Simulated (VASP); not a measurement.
Nb:

```xyz
1
Lattice="-1.6350 1.6350 1.6350 1.6350 -1.6350 1.6350 1.6350 1.6350 -1.6350" Properties=species:S:1:pos:R:3 pbc="T T T"
Nb    0.0000    0.0000    0.0000
```

The cell was built by a generator and needn't be a form met in nature.

| Quantity | Value |
| --- | --- |
| Program | VASP 6.6.1 |
| Task | relaxation of cell and atoms |
| Functional | r2SCAN |
| Potentials or basis | VASP PAW PBE potentials, release 64 (Nb_sv) |
| Cutoff | 600 eV |
| k mesh | 18 × 18 × 18 |
| Occupations | methfessel-paxton, width 0.1 eV |
| Spin | no spin polarisation |

At the start: pressure 5.6 GPa; volume 17.48 Å³/atom.

Where does the relaxation end?

Over 4 steps the energy falls by 9.2 meV/atom and the volume is 18.03 Å³/atom (+3.1 %); space group Im-3m (No. 229, to 0.05 Å).

The path:
| step | energy change (eV) | largest force (eV/Å) | pressure (GPa) | volume (Å³) |
| --- | --- | --- | --- | --- |
| 1 | 0.0000 | 0.0000 | 5.57 | 17.48 |
| 2 | 0.0207 | 0.0000 | -8.91 | 19.07 |
| 3 | -0.0092 | 0.0000 | -0.09 | 18.04 |
| 4 | -0.0092 | 0.0000 | 0.02 | 18.03 |

Final structure:
```
Nb
1.0
    -1.65176    1.65176    1.65176
     1.65176   -1.65176    1.65176
     1.65176    1.65176   -1.65176
Nb
1
Direct
  0.00000 0.00000 0.00000
```

Caveat: the PAW data sets were made with another functional, which shifts forces and pressure a little.
